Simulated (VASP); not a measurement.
Relaxed, unreconstructed slabs of Pd (fcc). Computed with r2SCAN meta-GGA, VASP's PBE PAW potentials (set 64) (plane waves; VASP).

Slab and bulk use different k-meshes, so the surface energy is good to a few per cent at best.

Q: Order the faces (100) [6 atoms], (111) [5 atoms] by surface energy, lowest first.

A: (111) [5 atoms] (1.60 J/m²), (100) [6 atoms] (1.72 J/m²)

Q: And what are their work functions?

A: (100) [6 atoms] 5.11 eV, (111) [5 atoms] 5.15 eV.

Runs of the series that failed, ran out of time, didn't relax or are held back are left out, and each face is given by its thickest slab.

The cell is a thin slab with vacuum, built from Pd (fcc).
